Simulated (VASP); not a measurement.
# LiCl: structure and properties in VASP, part 2 of 5

Wanted: the relaxed cell of LiCl and its properties. The start is a cell from a database of measured crystal structures.

VASP 6.6.1; LDA; plane waves and PAW (Li_sv, Cl).

So far, gap on the k-mesh (eV): step 2 (relaxing cell and atoms (LDA)) 6.52.

The database entry behind the starting cell differs from later determinations by our own check (0.1 to 0.3 % short, probably kX units), so it need not match the best structure at ambient conditions.

## (4) Single point with fields (LDA)

A single point on the relaxed cell gives a clean self-consistent state, with density, ELF and potential written out.

The input, INCAR:

```
SYSTEM = LiCl
PREC = Accurate
ENCUT = 650
EDIFF = 1E-06
NELM = 100
ISMEAR = 0
SIGMA = 0.05
LREAL = .FALSE.
ALGO = Normal
GGA = CA
NBANDS = 11
LORBIT = 11
LWAVE = .FALSE.
LCHARG = .TRUE.
ISIF = 2
LELF = .TRUE.
LVHAR = .TRUE.
```

The input, POSCAR:

```
LiCl
1.0
    0.0000000000      2.4807156903      2.4807156903
    2.4807156903      0.0000000000      2.4807156903
    2.4807156903      2.4807156903      0.0000000000
Li Cl
1 1
Direct
    0.0000000000      0.0000000000      0.0000000000
    0.5000000000      0.5000000000      0.5000000000
```

The input, KPOINTS:

```
Automatic mesh
0
Gamma
8 8 8
0 0 0
```

The projector-augmented-wave data sets are Li_sv and Cl (LDA family, release 64).

On the command line:

```bash
mpirun -np 2 vasp_std
```

The program printed:

```text
[banner, memory and clock lines left out]
running    2 mpi-ranks, on    1 nodes
 distrk:  each k-point on    2 cores,    1 groups
 distr:  one band on    1 cores,    2 groups

 POSCAR found type information on POSCAR LiCl
 POSCAR found :  2 types and       2 ions
 LDA part: xc-table for (Slater(with rela. corr.)+CA(PZ))
 , standard interpolation
|                                                                             |
|           W    W    AA    RRRRR   N    N  II  N    N   GGGG   !!!           |
|           W    W   A  A   R    R  NN   N  II  NN   N  G    G  !!!           |
|           W    W  A    A  R    R  N N  N  II  N N  N  G       !!!           |
|           W WW W  AAAAAA  RRRRR   N  N N  II  N  N N  G  GGG   !            |
|           WW  WW  A    A  R   R   N   NN  II  N   NN  G    G                |
|           W    W  A    A  R    R  N    N  II  N    N   GGGG   !!!           |
|                                                                             |
|     The number of bands has been changed from the values supplied in        |
|     The orbitals not found in the WAVECAR file will be initialized with     |
|     random numbers, which is usually adequate. For correlated               |
|     calculations, however, you should redo the groundstate calculation.     |
|     I found NBANDS = 11. Now, NBANDS = 12.                                  |
|                                                                             |

 POSCAR, INCAR and KPOINTS ok, starting setup
 FFT: planning ... GRIDC
 FFT: planning ... GRID_SOFT
 FFT: planning ... GRID
 WAVECAR not read
 entering main loop
       N       E                     dE             d eps       ncg     rms          rms(c)
DAV:   1     0.462544891797E+02    0.46254E+02   -0.48248E+03   696   0.907E+02
DAV:   2    -0.523746840488E+01   -0.51492E+02   -0.48322E+02   872   0.158E+02
DAV:   3    -0.808983094821E+01   -0.28524E+01   -0.28424E+01   924   0.378E+01
DAV:   4    -0.816474846157E+01   -0.74918E-01   -0.74891E-01   972   0.599E+00
DAV:   5    -0.816532191399E+01   -0.57345E-03   -0.57345E-03   916   0.521E-01    0.253E+00
DAV:   6    -0.810313307183E+01    0.62189E-01   -0.10705E-01   884   0.149E+00    0.175E+00
DAV:   7    -0.809563818365E+01    0.74949E-02   -0.29441E-02  1052   0.870E-01    0.838E-01
DAV:   8    -0.809545788074E+01    0.18030E-03   -0.24109E-03   956   0.328E-01    0.127E-01
DAV:   9    -0.809543331325E+01    0.24567E-04   -0.10756E-04   872   0.690E-02    0.247E-02
DAV:  10    -0.809544029394E+01   -0.69807E-05   -0.66441E-06   844   0.188E-02    0.646E-03
DAV:  11    -0.809544021997E+01    0.73971E-07   -0.97006E-07   624   0.659E-03
   1 F= -.80954402E+01 E0= -.80954402E+01  d E =-.378152E-15
```

It took 9.4 s on 2 MPI ranks of Intel Xeon Platinum 8488C (Sapphire Rapids), shared host; peak memory 0.24 GiB; 17 s of CPU time.

Parts of OUTCAR (step 4):

```text
The static configuration has the point symmetry O_h .

 Found     29 irreducible k-points:

   k-points           NKPTS =     29   k-points in BZ     NKDIM =     29   number of bands    NBANDS=     12

   NELECT =      10.0000    total number of electrons

 E-fermi :   1.5258

 k-point     1 :       0.0000    0.0000    0.0000
  band No.  band energies     occupation
      1     -41.0696      2.00000
      2     -12.4464      2.00000
      3       1.2638      2.00000
      4       1.2638      2.00000
      5       1.2638      2.00000
      6       7.8887      0.00000
      7      13.0784      0.00000
      8      13.0784      0.00000
      9      13.0784      0.00000
     10      15.9504      0.00000
    ...

 k-point     4 :       0.3750    0.0000    0.0000
  band No.  band energies     occupation
      1     -41.0651      2.00000
      2     -11.8345      2.00000
      3      -1.6552      2.00000
      4       0.9982      2.00000
      5       0.9982      2.00000
      6       8.0202      0.00000
      7      10.8333      0.00000
      8      10.8333      0.00000
      9      14.0126      0.00000
     10      17.2302      0.00000
    ...

  Total       -0.0032737     -0.0032737     -0.0032737      0.0000000     -0.0000000      0.0000000
  in kB       -0.1717842     -0.1717842     -0.1717842      0.0000000     -0.0000000      0.0000000
  external PRESSURE =      -0.1717842 kB  Pullay stress =       0.0000000 kB

 POSITION                                       TOTAL-FORCE (eV/Angst)
 -----------------------------------------------------------------------------------
      0.00000      0.00000      0.00000        -0.000000      0.000000     -0.000000
      2.48072      2.48072      2.48072         0.000000      0.000000      0.000000
 -----------------------------------------------------------------------------------
    total drift:                               -0.000000     -0.000000      0.000000

  FREE ENERGIE OF THE ION-ELECTRON SYSTEM (eV)
  ---------------------------------------------------
  free  energy   TOTEN  =        -8.0954402200 eV

  energy  without entropy=       -8.0954402200  energy(sigma->0) =       -8.09544022

[... 12 parts as in an earlier step ...]

[... 1 further part left out ...]
```

Numbers from this step:

- SCF cycles: 11
- bands: 12
- Fermi energy: 1.526 eV
- pressure: -0.01718 GPa

Valence electrons inside each PAW sphere by angular momentum. Sphere charges, by row:

```
atom  s (e)  p (e)  d (e)  tot (e)
 Li1   2.01  0.057      0    2.067
 Cl2  1.585  3.579      0    5.164
```

Electrostatic potential energy in the ac plane of the conventional cell at fractional y = 0.000, with atoms of Li and Cl within 0.2 Å of it. With pseudopotentials it is smooth inside the atoms' cores, unlike the true potential.

Ten even steps from '_' (-87 eV) to '@' (5 eV), each cell a mean:
```
==##@@@@@@++____::##@@@@%%++
%%@@@@@@@@%%++==**@@@@@@@@%%
@@@@@@@@@@@@@@@@@@@@@@@@@@@@
@@@@@@@@@@@@@@@@@@@@@@@@@@@@
##%%@@@@@@@@@@@@@@@@@@@@@@##
..==%%@@@@@@####%%@@@@@@**::
__..##@@@@%%==::##@@@@@@==__
__::##@@@@%%++==##@@@@@@++__
==**@@@@@@@@%%%%@@@@@@@@%%++
@@@@@@@@@@@@@@@@@@@@@@@@@@@@
@@@@@@@@@@@@@@@@@@@@@@@@@@@@
@@@@@@@@@@@@####%%@@@@@@@@@@
##%%@@@@@@**::..==%%@@@@@@##
::##@@@@@@==____..##@@@@%%==
```
Columns run along a (5.0 Å; values clipped at the 3rd and 97th percentile), rows up along c (5.0 Å), edges of the conventional cell, whose origin can differ from the input's. Atoms in or near the plane, at fractional coordinates: Li at (0.00, 0.00), Li at (0.50, 0.50), Cl at (0.50, 0.00), Cl at (0.00, 0.50).

ELF in the ac plane of the conventional cell at fractional y = 0.000, with atoms of Li and Cl within 0.2 Å of it. It is the smooth field of the valence electrons, not physical close to the nuclei.

Ten even steps from '0' (0.03) to '9' (0.96), each cell a mean:
```
93058866887117
10037888885101
21014788852011
76311355410257
98730000001588
78861035104888
47972199505886
68871179305886
88851011003788
88520112101478
54102577631135
00015889873000
51048887886103
95058864797219
```
Columns run along a (5.0 Å), rows up along c (5.0 Å), edges of the conventional cell, whose origin can differ from the input's. Atoms in or near the plane, at fractional coordinates: Li at (0.00, 0.00), Li at (0.50, 0.50), Cl at (0.50, 0.00), Cl at (0.00, 0.50).

Valence density in the ac plane of the conventional cell at fractional y = 0.000, with atoms of Li and Cl within 0.2 Å of it. It is the smooth field of the valence electrons, not physical close to the nuclei.

Ten steps, logarithmic in the rise over the least value, from '0' (0.06 × 1e0 e/Å³) to '9' (7.64 × 1e0 e/Å³), each cell a mean:
```
95024665653128
31013566542002
10001344321001
32100122100123
55310001000245
66520156301356
26531399612465
56531289502466
65420023101356
43210011000134
21001233210012
10002455531000
63013566652015
96124652653139
```
Columns run along a (5.0 Å), rows up along c (5.0 Å), edges of the conventional cell, whose origin can differ from the input's. Atoms in or near the plane, at fractional coordinates: Li at (0.00, 0.00), Li at (0.50, 0.50), Cl at (0.50, 0.00), Cl at (0.00, 0.50).

In this run the pressure is -0.02 GPa, small enough to go on.

## (5) Bands along the symmetry lines (LDA)

The mesh alone shows little of the dispersion and can miss band extrema, so KPOINTS_OPT adds a path through the symmetry points after the self-consistent cycle.

The input, INCAR:

```
SYSTEM = LiCl
PREC = Accurate
ENCUT = 650
EDIFF = 1E-06
NELM = 100
ISMEAR = 0
SIGMA = 0.05
LREAL = .FALSE.
ALGO = Normal
GGA = CA
NBANDS = 17
LORBIT = 11
LWAVE = .FALSE.
LCHARG = .FALSE.
KPAR = 2
```

POSCAR is that of step 4.

KPOINTS is that of step 4.

The input, KPOINTS_OPT:

```
Line mode
16
Line-mode
Reciprocal
  0.00000000   0.00000000   0.00000000 GAMMA
  0.50000000   0.00000000   0.50000000 X

  0.50000000   0.00000000   0.50000000 X
  0.50000000   0.25000000   0.75000000 W

  0.50000000   0.25000000   0.75000000 W
  0.37500000   0.37500000   0.75000000 K

  0.37500000   0.37500000   0.75000000 K
  0.00000000   0.00000000   0.00000000 GAMMA

  0.00000000   0.00000000   0.00000000 GAMMA
  0.50000000   0.50000000   0.50000000 L

  0.50000000   0.50000000   0.50000000 L
  0.62500000   0.25000000   0.62500000 U

  0.62500000   0.25000000   0.62500000 U
  0.50000000   0.25000000   0.75000000 W

  0.50000000   0.25000000   0.75000000 W
  0.50000000   0.50000000   0.50000000 L

  0.50000000   0.50000000   0.50000000 L
  0.37500000   0.37500000   0.75000000 K

  0.62500000   0.25000000   0.62500000 U
  0.50000000   0.00000000   0.50000000 X
```

On the command line:

```bash
mpirun -np 2 vasp_std
```

The program printed:

```text
[... set-up lines as in an earlier step ...]
 entering main loop
       N       E                     dE             d eps       ncg     rms          rms(c)
DAV:   1     0.397979562406E+02    0.39798E+02   -0.45940E+03   986   0.651E+02
DAV:   2    -0.590398520497E+01   -0.45702E+02   -0.42868E+02  1292   0.127E+02
DAV:   3    -0.812136587339E+01   -0.22174E+01   -0.22071E+01  1316   0.264E+01
DAV:   4    -0.816462506445E+01   -0.43259E-01   -0.43242E-01  1241   0.360E+00
DAV:   5    -0.816531973795E+01   -0.69467E-03   -0.69465E-03  1391   0.423E-01    0.253E+00
DAV:   6    -0.810309802723E+01    0.62222E-01   -0.82534E-02  1329   0.105E+00    0.174E+00
DAV:   7    -0.809568871442E+01    0.74093E-02   -0.24386E-02  1497   0.636E-01    0.851E-01
DAV:   8    -0.809548477027E+01    0.20394E-03   -0.24066E-03  1365   0.254E-01    0.184E-01
DAV:   9    -0.809543497352E+01    0.49797E-04   -0.11215E-04  1276   0.559E-02    0.377E-02
DAV:  10    -0.809544014029E+01   -0.51668E-05   -0.89416E-06  1307   0.154E-02    0.277E-03
DAV:  11    -0.809544022827E+01   -0.87984E-07   -0.15145E-06  1050   0.508E-03
   1 F= -.80954402E+01 E0= -.80954402E+01  d E =-.781097E-27
 Start KPOINTS_OPT (optional k-point list driver)
k-point batch [1-29\160]
       N       E                     dE             ncg
DAV:   1    -0.176569737297E+04   -0.11382E+05      986
DAV:   2    -0.304393124838E+04   -0.12782E+04     1347
DAV:   3    -0.310331755974E+04   -0.59386E+02     1270
DAV:   4    -0.310425911821E+04   -0.94156E+00     1455
DAV:   5    -0.310426706151E+04   -0.79433E-02     1346
DAV:   6    -0.310426713773E+04   -0.76216E-04     1383
DAV:   7    -0.310426713934E+04   -0.16148E-05     1265
DAV:   8    -0.310426713939E+04   -0.49477E-07     1093
[...]
k-point batch [146-160\160]
       N       E                     dE             ncg
DAV:   1     0.532443068430E+04   -0.81319E+04      510
DAV:   2     0.470178583160E+04   -0.62264E+03      684
DAV:   3     0.467368101255E+04   -0.28105E+02      687
DAV:   4     0.467325208687E+04   -0.42893E+00      731
DAV:   5     0.467324966692E+04   -0.24200E-02      719
DAV:   6     0.467324965433E+04   -0.12583E-04      763
DAV:   7     0.467324965421E+04   -0.12225E-06      601
```

Wall time 57 s (2 MPI ranks); peak memory 0.31 GiB.

OUTCAR, selected parts (step 5):

```text
   k-points           NKPTS =     29   k-points in BZ     NKDIM =     29   number of bands    NBANDS=     17

   NELECT =      10.0000    total number of electrons

 E-fermi :   1.6317

 k-point     1 :       0.0000    0.0000    0.0000
  band No.  band energies     occupation
      1     -41.0694      2.00000
      2     -12.4463      2.00000
      3       1.2639      2.00000
      4       1.2639      2.00000
      5       1.2639      2.00000
      6       7.8887      0.00000
      7      13.0784      0.00000
      8      13.0784      0.00000
      9      13.0784      0.00000
     10      15.9504      0.00000
    ...

  Total       -0.0044496     -0.0044496     -0.0044496     -0.0000000      0.0000000      0.0000000
  in kB       -0.2334912     -0.2334912     -0.2334912     -0.0000000      0.0000000      0.0000000
  external PRESSURE =      -0.2334912 kB  Pullay stress =       0.0000000 kB

  FREE ENERGIE OF THE ION-ELECTRON SYSTEM (eV)
  ---------------------------------------------------
  free  energy   TOTEN  =        -8.0954402283 eV

  energy  without entropy=       -8.0954402283  energy(sigma->0) =       -8.09544023

[... 9 parts as in an earlier step ...]

[... 8 further parts left out ...]
```

Numbers from this step:

| Item | Value |
| --- | --- |
| bands | 17 |
| Fermi energy | 1.632 eV |
| pressure | -0.02335 GPa |
| least gap on mesh and path | 6.509 eV |
| least direct gap on mesh and path | 6.625 eV |
| valence top at k | 0.075, 0.075, 0.15 |

The electronic bands at the labelled points (eV, zero at the valence-band top; v1 is the highest filled band, c1 the lowest empty one):

```csv
point,v3,v2,v1,c1,c2,c3,c4
Γ,-0.01,-0.01,-0.01,6.62,11.81,11.81,11.81
0.53 of the way,-1.96,-0.80,-0.80,8.85,9.02,9.81,12.77
X,-3.50,-1.35,-1.35,7.83,7.85,12.97,14.49
0.53 of the way,-3.22,-1.82,-1.31,8.43,8.76,12.14,12.16
W,-2.59,-2.59,-1.28,9.72,10.06,10.49,10.49
0.53 of the way,-2.92,-2.24,-1.15,8.44,10.05,11.14,11.42
K,-3.02,-2.15,-1.02,7.88,10.01,11.76,11.81
0.47 of the way,-2.14,-1.22,-0.15,8.04,9.99,10.09,11.09
Γ,-0.01,-0.01,-0.01,6.62,11.81,11.81,11.81
0.53 of the way,-2.03,-0.18,-0.18,7.20,10.36,10.36,11.35
L,-3.33,-0.31,-0.31,6.51,9.23,9.23,13.72
0.53 of the way,-3.09,-1.50,-0.62,7.73,9.51,10.24,12.31
U,-3.02,-2.15,-1.02,7.88,10.01,11.76,11.81
0.53 of the way,-2.89,-2.27,-1.18,8.60,10.07,10.99,11.33
W,-2.59,-2.59,-1.28,9.72,10.06,10.49,10.49
0.47 of the way,-3.01,-1.72,-0.76,8.25,9.22,10.62,12.00
L,-3.33,-0.31,-0.31,6.51,9.23,9.23,13.72
0.47 of the way,-3.14,-1.29,-0.56,7.58,9.36,10.02,12.57
K,-3.02,-2.15,-1.02,7.88,10.01,11.76,11.81
jump to U,-3.02,-2.15,-1.02,7.88,10.01,11.76,11.81
0.53 of the way,-3.39,-1.59,-1.27,7.85,8.41,12.65,13.48
X,-3.50,-1.35,-1.35,7.83,7.85,12.97,14.49
```

The largest weight of each band there:

| point | v3 | v2 | v1 | c1 | c2 | c3 | c4 |
| --- | --- | --- | --- | --- | --- | --- | --- |
| Γ | Cl 0.99 | Cl 0.99 | Cl 0.99 | Cl 0.70 | - | - | - |
| X | Cl 0.96 | Cl 0.97 | Cl 0.97 | - | Li 0.84 | Cl 0.73 | Li 0.64 |
| W | Cl 0.96 | Cl 0.96 | Cl 0.98 | Li 0.57 | Li 0.84 | Cl 0.85 | Cl 0.85 |
| K | Cl 0.96 | Cl 0.96 | Cl 0.98 | Li 0.77 | Cl 0.66 | Cl 0.77 | Li 0.72 |
| Γ | Cl 0.99 | Cl 0.99 | Cl 0.99 | Cl 0.70 | - | - | - |
| L | Cl 0.95 | Cl 1.00 | Cl 1.00 | Cl 0.51 | Li 1.00 | Li 1.00 | Cl 0.78 |

The electronic bands as a text plot (rows in eV, shown from -3.5 to 12.5 only):

```
   12.2 | +++      +           ++  +   +             +     +  +
   11.5 |+ +   +    +  +++ +  +++++++ +      ++++   +       ++
   10.8 | ++         +++ ++ +++++   ++       +   + ++       +
   10.2 |   + +      ++++  +++++      +     +++++++  +     +++
    9.5 |   ++      +++                ++++++     ++++++++++  +
    8.8 |    ++     +  +                         +  +
    8.2 |   +  +++++    ++++++               ++++    +      +++++
    7.5 |  +     +            ++     ++     +         +   ++
    6.8 |++                     +++++  +++++           +++
    6.2 |
    5.5 |
    4.8 |
    4.2 |
    3.5 |
    2.8 |
    2.2 |
    1.5 |
    0.8 |
    0.2 |**                  *********
   -0.5 | ****            *** ***  ** ********       ********
   -1.2 |   * ************   * *     *      * *********   *  ****
   -1.8 |    *     **      ****       *      * *    *      ** **
   -2.5 |     *      ********          *      * ****         *
   -3.2 |      ******  **               *********   *************
         Γ       X    W  K        Γ      L     U  W     L   K|U X
```

The path finds the gap of the mesh within 0.02 eV, so the mesh comes close to both band edges.

(Part 2 of 5 ends here.)

[Lines on the potential files, build, host, timing and source positions are cut from VASP's logs without a mark.]

[Logs are printed without paths, hosts, clocks, repeated set-up lines and the standing remarks that a program may print on its own settings, such as how far it seeks lower states.]

[Hosts, paths, dates, database ids (printed as entryN), source tags and the programs' standing remarks are cut or masked in the printed files.]

[Measured values are set beside computed ones only where the two were judged alike; some that the calculation misses by far are left out.]
